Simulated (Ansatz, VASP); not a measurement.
# Te2Mo in two plane-wave programs

Wanted: the spread between two codes on one cell, functional and k mesh.

Calculated with Ansatz 0.2.0; plane waves, with VASP 6.6.1 beside it; band structure at PBE.

### 1. Set-up

Symmetry: P6_3/mmc, No. 194, hexagonal system. Conventional cell: a = 3.518 Å, b = 3.518 Å, c = 13.974 Å, α = 90.00°, β = 90.00°, γ = 120.00°. Te has 3 Mo at 2.72 Å nearest. Mo has 6 Te at 2.72 Å nearest. Farther neighbours and most contacts between anions are not listed.

Coordinates:

```cif
data_structure
_symmetry_space_group_name_H-M 'P 1'
_symmetry_Int_Tables_number 1
_cell_length_a 3.5182
_cell_length_b 3.5182
_cell_length_c 13.9736
_cell_angle_alpha 90.000
_cell_angle_beta 90.000
_cell_angle_gamma 120.000
_cell_volume 149.79
loop_
_atom_site_label
_atom_site_type_symbol
_atom_site_fract_x
_atom_site_fract_y
_atom_site_fract_z
_atom_site_occupancy
Te1 Te 0.33333 0.66667 0.62100 1
Te2 Te 0.66667 0.33333 0.12100 1
Te3 Te 0.33333 0.66667 0.87900 1
Te4 Te 0.66667 0.33333 0.37900 1
Mo5 Mo 0.33333 0.66667 0.25000 1
Mo6 Mo 0.66667 0.33333 0.75000 1
```

### 2. VASP: band structure, PBE

Levels along a path test the potential and the projectors away from the mesh points.

Lines of VASP's logs that name or quote its potential files are left out, and so is its time.

File INCAR:

```
SYSTEM = Te2Mo
PREC = Accurate
ENCUT = 370
EDIFF = 1E-08
NELM = 100
ISMEAR = 0
SIGMA = 0.01
LREAL = .FALSE.
ALGO = Normal
GGA = PE
NBANDS = 32
LASPH = .TRUE.
LORBIT = 11
LWAVE = .TRUE.
LCHARG = .FALSE.
KPAR = 8
```

File POSCAR:

```
Te2Mo
1.0
    3.5182000000      0.0000000000      0.0000000000
   -1.7591000000      3.0468505756      0.0000000000
    0.0000000000      0.0000000000     13.9736000000
Te Mo
4 2
Direct
    0.3333333333      0.6666666667      0.6210000000
    0.6666666667      0.3333333333      0.1210000000
    0.3333333333      0.6666666667      0.8790000000
    0.6666666667      0.3333333333      0.3790000000
    0.3333333333      0.6666666667      0.2500000000
    0.6666666667      0.3333333333      0.7500000000
```

File KPOINTS:

```
Automatic mesh
0
Gamma
6 6 2
0 0 0
```

File KPOINTS_OPT:

```
Line mode
12
Line-mode
Reciprocal
  0.00000000   0.00000000   0.00000000 GAMMA
  0.50000000   0.00000000   0.00000000 M

  0.50000000   0.00000000   0.00000000 M
  0.33333333   0.33333333   0.00000000 K

  0.33333333   0.33333333   0.00000000 K
  0.00000000   0.00000000   0.00000000 GAMMA

  0.00000000   0.00000000   0.00000000 GAMMA
  0.00000000   0.00000000   0.50000000 A

  0.00000000   0.00000000   0.50000000 A
  0.50000000   0.00000000   0.50000000 L

  0.50000000   0.00000000   0.50000000 L
  0.33333333   0.33333333   0.50000000 H

  0.33333333   0.33333333   0.50000000 H
  0.00000000   0.00000000   0.50000000 A

  0.50000000   0.00000000   0.50000000 L
  0.50000000   0.00000000   0.00000000 M

  0.33333333   0.33333333   0.00000000 K
  0.33333333   0.33333333   0.50000000 H
```

PAW data sets: Te_GW and Mo_sv_GW (PBE family, release 64).

Command:

```sh
mpirun -np 8 vasp_std
```

Numbers of over 12 decimals in the logs are rounded to 6 here.

The program printed:

```text
[banner, memory and clock lines left out]
running    8 mpi-ranks, on    1 nodes
 distrk:  each k-point on    1 cores,    8 groups
 distr:  one band on    1 cores,    1 groups

 POSCAR found type information on POSCAR TeMo
 POSCAR found :  2 types and       6 ions
|                                                                             |
|           W    W    AA    RRRRR   N    N  II  N    N   GGGG   !!!           |
|           W    W   A  A   R    R  NN   N  II  NN   N  G    G  !!!           |
|           W    W  A    A  R    R  N N  N  II  N N  N  G       !!!           |
|           W WW W  AAAAAA  RRRRR   N  N N  II  N  N N  G  GGG   !            |
|           WW  WW  A    A  R   R   N   NN  II  N   NN  G    G                |
|           W    W  A    A  R    R  N    N  II  N    N   GGGG   !!!           |
|                                                                             |
|     For optimal performance we recommend to set                             |
|       NCORE = 2 up to number-of-cores-per-socket                            |
|     NCORE specifies how many cores store one orbital (NPAR=cpu/NCORE).      |
|     This setting can greatly improve the performance of VASP for DFT.       |
|     The default, NCORE=1 might be grossly inefficient on modern             |
|     multi-core architectures or massively parallel machines. Do your        |
|     Unfortunately you need to use the default for GW and RPA                |
|     calculations (for HF NCORE is supported but not extensively tested      |
|     yet).                                                                   |
|                                                                             |

 LDA part: xc-table for (Slater+PW92), standard interpolation
 POSCAR, INCAR and KPOINTS ok, starting setup
 FFT: planning ... GRIDC
 FFT: planning ... GRID_SOFT
 FFT: planning ... GRID
 WAVECAR not read
 entering main loop
       N       E                     dE             d eps       ncg     rms          rms(c)
DAV:   1     0.378916272283E+03    0.37892E+03   -0.22664E+04  1096   0.116E+03
DAV:   2    -0.741423517575E+01   -0.38633E+03   -0.37776E+03  1504   0.462E+02
DAV:   3    -0.397925730647E+02   -0.32378E+02   -0.32021E+02  1232   0.115E+02
DAV:   4    -0.419315784729E+02   -0.21390E+01   -0.21225E+01  1576   0.340E+01
DAV:   5    -0.420273945366E+02   -0.95816E-01   -0.95365E-01  1384   0.577E+00    0.122E+01
DAV:   6    -0.398307308170E+02    0.21967E+01   -0.45068E+01  1568   0.403E+01    0.840E+00
DAV:   7    -0.376223506213E+02    0.22084E+01   -0.15660E+01  1528   0.239E+01    0.334E+00
DAV:   8    -0.375818641045E+02    0.40487E-01   -0.11468E+00  1376   0.619E+00    0.809E-01
DAV:   9    -0.375845789101E+02   -0.27148E-02   -0.12481E-01  1512   0.196E+00    0.364E-01
DAV:  10    -0.375827586920E+02    0.18202E-02   -0.10969E-02  1472   0.973E-01    0.115E-01
DAV:  11    -0.375828194131E+02   -0.60721E-04   -0.88740E-04  1432   0.173E-01    0.408E-02
DAV:  12    -0.375828358151E+02   -0.16402E-04   -0.11891E-04  1456   0.590E-02    0.719E-03
DAV:  13    -0.375828381973E+02   -0.23822E-05   -0.10683E-05  1520   0.171E-02    0.426E-03
DAV:  14    -0.375828389708E+02   -0.77347E-06   -0.16748E-06  1272   0.764E-03    0.110E-03
DAV:  15    -0.375828391660E+02   -0.19519E-06   -0.34614E-07  1376   0.341E-03    0.349E-04
DAV:  16    -0.375828392359E+02   -0.69889E-07   -0.36315E-08  1000   0.150E-03    0.273E-04
DAV:  17    -0.375828392273E+02    0.85911E-08   -0.35473E-09   784   0.577E-04
   1 F= -.37582839E+02 E0= -.37582839E+02  d E =-.702480E-24
 Start KPOINTS_OPT (optional k-point list driver)
k-point batch [1-14\108]
       N       E                     dE             ncg
DAV:   1     0.598898432929E+03   -0.10717E+05     1096
DAV:   2    -0.500732282303E+04   -0.56062E+04     1400
DAV:   3    -0.556034053072E+04   -0.55302E+03     1312
DAV:   4    -0.559773182762E+04   -0.37391E+02     1504
DAV:   5    -0.559985893535E+04   -0.21271E+01     1392
DAV:   6    -0.560009182693E+04   -0.23289E+00     1552
DAV:   7    -0.560011016236E+04   -0.18335E-01     1424
DAV:   8    -0.560011236119E+04   -0.21988E-02     1600
DAV:   9    -0.560011255005E+04   -0.18886E-03     1320
DAV:  10    -0.560011257268E+04   -0.22624E-04     1360
DAV:  11    -0.560011257484E+04   -0.21594E-05     1072
DAV:  12    -0.560011257507E+04   -0.23823E-06      944
DAV:  13    -0.560011257510E+04   -0.25329E-07      792
DAV:  14    -0.560011257510E+04   -0.30268E-08      776
[...]
k-point batch [99-108\108]
       N       E                     dE             ncg
DAV:   1     0.635834499109E+04   -0.16476E+05      800
DAV:   2     0.266953551206E+04   -0.36888E+04     1040
DAV:   3     0.236170534371E+04   -0.30783E+03      888
DAV:   4     0.233558273285E+04   -0.26123E+02     1112
DAV:   5     0.233386950398E+04   -0.17132E+01      992
DAV:   6     0.233367625801E+04   -0.19325E+00     1112
DAV:   7     0.233365503095E+04   -0.21227E-01      976
DAV:   8     0.233365197256E+04   -0.30584E-02     1160
DAV:   9     0.233365157415E+04   -0.39842E-03      960
DAV:  10     0.233365151666E+04   -0.57482E-04      880
DAV:  11     0.233365150847E+04   -0.81911E-05      728
DAV:  12     0.233365150724E+04   -0.12299E-05      560
DAV:  13     0.233365150706E+04   -0.18048E-06      544
DAV:  14     0.233365150703E+04   -0.28478E-07      560
DAV:  15     0.233365150703E+04   -0.31023E-08      560
 writing wavefunctions
```

OUTCAR, selected parts (step 2):

```text
ion  position               nearest neighbor table
   1  0.333  0.667  0.621-   6 2.72   6 2.72   6 2.72   3 3.61
   2  0.667  0.333  0.121-   5 2.72   5 2.72   5 2.72   4 3.61
   3  0.333  0.667  0.879-   6 2.72   6 2.72   6 2.72   1 3.61
   4  0.667  0.333  0.379-   5 2.72   5 2.72   5 2.72   2 3.61
   5  0.333  0.667  0.250-   2 2.72   4 2.72   2 2.72   4 2.72   2 2.72   4 2.72
   6  0.667  0.333  0.750-   1 2.72   3 2.72   1 2.72   3 2.72   1 2.72   3 2.72

  LATTYP: Found a hexagonal cell.
 ALAT       =     3.5182000000
 C/A-ratio  =     3.9718037633

 Subroutine GETGRP returns: Found 24 space group operations
 (whereof 12 operations were pure point group operations)

The static configuration has the point symmetry D_3d.
 The point group associated with its full space group is D_6h.

 Found     14 irreducible k-points:

   k-points           NKPTS =     14   k-points in BZ     NKDIM =     14   number of bands    NBANDS=     32

   dimension x,y,z NGX =    24 NGY =   24 NGZ =   90
   dimension x,y,z NGXF=    48 NGYF=   48 NGZF=  180

   ENCUT  =  370.0 eV  27.19 Ry    5.21 a.u.   5.52  5.52 21.92*2*pi/ulx,y,z

   NELECT =      52.0000    total number of electrons

 k-points in reciprocal lattice and weights: Automatic mesh
   0.00000000  0.00000000  0.00000000       0.014
   0.16666667  0.00000000  0.00000000       0.083
   0.33333333  0.00000000  0.00000000       0.083
   0.50000000  0.00000000  0.00000000       0.042
   0.16666667  0.16666667  0.00000000       0.083
   0.33333333  0.16666667  0.00000000       0.167
   0.33333333  0.33333333  0.00000000       0.028
   0.00000000  0.00000000  0.50000000       0.014
   0.16666667  0.00000000  0.50000000       0.083
[...]
0.33333333  0.16666667  0.50000000       0.167
   0.33333333  0.33333333  0.50000000       0.028

 average (electrostatic) potential at core
       1 -86.2267       2 -86.2267       3 -86.2267       4 -86.2267       5 -98.5944
       6 -98.5944

 E-fermi :   8.1923

 k-point     1 :       0.0000    0.0000    0.0000
  band No.  band energies     occupation
    ...
     22       7.0650      2.00000
     23       7.0995      2.00000
     24       7.0995      2.00000
     25       7.8023      2.00000
     26       8.1244      2.00000
     27      11.0234      0.00000
     28      11.0263      0.00000
     29      11.1557      0.00000
     30      11.1647      0.00000
     31      11.2517      0.00000
    ...

 k-point     2 :       0.1667    0.0000    0.0000
  band No.  band energies     occupation
    ...
     22       6.6620      2.00000
     23       6.8902      2.00000
     24       7.1272      2.00000
     25       7.6784      2.00000
     26       7.8469      2.00000
     27       9.9254      0.00000
     28      10.1897      0.00000
     29      10.2188      0.00000
     30      10.4559      0.00000
     31      10.5095      0.00000
    ...

 k-point     3 :       0.3333    0.0000    0.0000
  band No.  band energies     occupation
    ...
     22       6.8175      2.00000
     23       6.8284      2.00000
     24       7.0501      2.00000
     25       7.2161      2.00000
     26       7.3610      2.00000
     27       9.2385      0.00000
     28       9.6158      0.00000
     29       9.8372      0.00000
     30       9.8488      0.00000
     31      10.2949      0.00000
    ...

  Total        2.1993323      2.1993323      2.8667907      0.0000000      0.0000000      0.0000000
  in kB       23.5245566     23.5245566     30.6638430      0.0000000      0.0000000      0.0000000
  external PRESSURE =      25.9043187 kB  Pullay stress =       0.0000000 kB

  energy-cutoff  :      370.00
  volume of cell :      149.79
      direct lattice vectors                 reciprocal lattice vectors
     3.518200000  0.000000000  0.000000000     0.284236257  0.164103880  0.000000000
    -1.759100000  3.046850576  0.000000000     0.000000000  0.328207759  0.000000000
     0.000000000  0.000000000 13.973600000     0.000000000  0.000000000  0.071563520

 POSITION                                       TOTAL-FORCE (eV/Angst)
 -----------------------------------------------------------------------------------
     -0.00000      2.03123      8.67761        -0.000000      0.000000     -0.170316
      1.75910      1.01562      1.69081        -0.000000     -0.000000     -0.170316
     -0.00000      2.03123     12.28279        -0.000000      0.000000      0.170316
      1.75910      1.01562      5.29599        -0.000000     -0.000000      0.170316
     -0.00000      2.03123      3.49340         0.000000      0.000000     -0.000000
      1.75910      1.01562     10.48020         0.000000     -0.000000     -0.000000
 -----------------------------------------------------------------------------------
    total drift:                               -0.000001      0.000000     -0.000000

  FREE ENERGIE OF THE ION-ELECTRON SYSTEM (eV)
  ---------------------------------------------------
  free  energy   TOTEN  =       -37.5828392273 eV

  energy  without entropy=      -37.5828392273  energy(sigma->0) =      -37.58283923

 total charge
# of ion       s       p       d       f       tot
--------------------------------------------------
    1        1.609   2.533   0.124   0.000   4.266
    2        1.609   2.533   0.124   0.000   4.266
    3        1.609   2.533   0.124   0.000   4.266
    4        1.609   2.533   0.124   0.000   4.266
    5        2.091   5.990   3.145   0.013  11.239
    6        2.091   5.990   3.145   0.013  11.239
--------------------------------------------------
tot         10.619  22.113   6.785   0.026  39.543

[... 3 further parts left out ...]
```

This run has no spin polarisation, so a moment on Mo, if there is one, isn't seen.

(Continued in part 2 of 2.)

[Lines on the potential files, build, host, timing and source positions are cut from VASP's logs without a mark.]

[Logs are printed without paths, hosts, clocks, repeated set-up lines and the standing remarks that a program may print on its own settings, such as how far it seeks lower states.]

[Hosts, paths, dates, database ids (printed as entryN), source tags and the programs' standing remarks are cut or masked in the printed files.]
